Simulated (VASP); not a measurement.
Input:

```yaml
crystal:
  lattice:
    - [3.90265, 0.00000, 0.00000]
    - [-1.95133, 3.37979, 0.00000]
    - [0.00000, 0.00000, 6.60778]
  atoms:
    - { symbol: Sc, position: [0.00000, 0.00000, 0.00000] }
    - { symbol: Ag, position: [0.00000, 0.00000, 0.50000] }
    - { symbol: Se, position: [0.33333, 0.66667, 0.23239] }
    - { symbol: Se, position: [0.66667, 0.33333, 0.76761] }
```

The numbers are results of r2SCAN meta-GGA, VASP's PBE PAW potentials (set 64) (plane waves; VASP), not measurements. Numerical set-up: 400 eV cut-off, 7×7×4 Γ-centred mesh, tetrahedra with Blöchl corrections, potentials Sc_sv Ag Se.

Q: What does the run give for the energy per atom (σ→0), band gap (over mesh and band path) with the smallest direct gap where there is one?

A: 
```yaml
band gap (over mesh and band path): 0.98 eV
smallest direct gap (over mesh and band path): 1.50 eV
energy per atom (σ→0): -16.617 eV/atom
```

Only differences to runs with the same potentials and settings are physical.

The structure comes from a computed database's ScAgSe2 entry (P-3m1); how it stands against other phases isn't given here. It was relaxed first.
